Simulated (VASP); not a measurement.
## ZrWN2: single point with PBE

Crystal: ZrWN2.

```xyz
4
Lattice="1.5905 0.9183 5.0524 -1.5905 0.9183 5.0524 0.0000 -1.8365 5.0524" Properties=species:S:1:pos:R:3 pbc="T T T"
Zr    0.0000    0.0000    7.5786
W     0.0000    0.0000    0.0000
N     0.0000    0.0000   11.3120
N     0.0000    0.0000    3.8452
```

The cell was built by a generator and needn't be a form met in nature.

* Program: VASP 6.6.1
* Task: single point
* Functional: PBE
* Potentials or basis: VASP PAW PBE potentials, release 64 (Zr_sv, W_sv, N)
* Cutoff: 520 eV
* k mesh: 10 × 10 × 10
* Occupations: fermi-dirac, width 0.05 eV
* Spin: no spin polarisation

```
Pressure               : 0.7 GPa
Largest force          : 0.029 eV/Å
Band gap on the k mesh : none (metal or under the smearing width)
```

Forces on the atoms (eV/Å):
```
Zr   0.000  0.000  0.000
W    0.000  0.000  0.000
N    0.000  0.000  0.029
N    0.000  0.000 -0.029
```

Stress tensor (GPa, compression positive):
```
0.46 0.00 0.00
0.00 0.46 0.00
0.00 0.00 1.15
```

Levels at points of the mesh, in eV from the Fermi level:
```tsv
k point	band 14	band 15	band 16	band 17	band 18	band 19	band 20	band 21	band 22	band 23
(0.00, 0.00, 0.00)	-3.50	-3.50	-3.33	-2.22	-2.22	-1.68	0.14	0.14	1.66	2.18
(0.50, 0.00, 0.00)	-6.17	-6.14	-5.70	-2.15	-1.11	0.91	1.05	3.24	3.48	3.95
(0.50, 0.50, 0.00)	-5.95	-4.95	-4.27	-4.06	0.71	0.96	2.03	2.20	3.74	3.87
(0.50, 0.50, 0.50)	-6.35	-5.40	-5.40	-1.33	-1.33	-1.09	-0.12	0.62	0.62	3.46
```

Wall time 6.1 min on 1 thread of Intel(R) Xeon(R) Platinum 8259CL CPU @ 2.50GHz (Skylake/Cascade Lake), on a shared host, peak memory 0.33 GiB.

Spin-orbit coupling is left out, which matters for the levels of W.
